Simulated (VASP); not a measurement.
A convergence study with VASP on TiC (space group Fm-3m): one setting is varied, all else stays as given below, so the limit is that of these other settings. Each run relaxes cell and ions from the cell shown. The basis is that of the starting cell, so low cut-offs carry a Pulay error.

```
CELL_PARAMETERS angstrom
      0.00000     2.15850     2.15850
      2.15850     0.00000     2.15850
      2.15850     2.15850     0.00000
ATOMIC_POSITIONS crystal
  Ti 0.00000 0.00000 0.00000
  C  0.50000 0.50000 0.50000
```

The numbers are results of PBE GGA, VASP's PBE PAW potentials (set 64) (plane waves; VASP), not measurements. The tightest run used: 800 eV cut-off, 13×13×13 Γ-centred mesh, Fermi-Dirac smearing of 0.10 eV, potentials Ti_sv C.

```
setting      relaxed volume (Å³/atom)  E (eV/atom)  plane waves
-----------  ------------------------  -----------  -----------
ENCUT = 200                     8.945      -9.6710          138
ENCUT = 240                     9.418      -9.3950          178
ENCUT = 280                     9.766      -9.3555          222
ENCUT = 340                    10.003      -9.3496          298
```

### Question
These are the cheaper rows. Estimate the results at ENCUT = 800, and how far the last row shown lies from them.

### Answer

```json
[
 {"quantity": "relaxed volume (Å³/atom)", "tightest run": "10.176", "last row shown is off by": "-0.172"},
 {"quantity": "E (eV/atom)", "tightest run": "-9.3571", "last row shown is off by": "0.0074"}
]
```

Left out are rungs that failed or repeat a setting and relaxations that didn't move; long series are thinned to 24 rows.

The structure is a typed TiC crystal (space group no. 225).
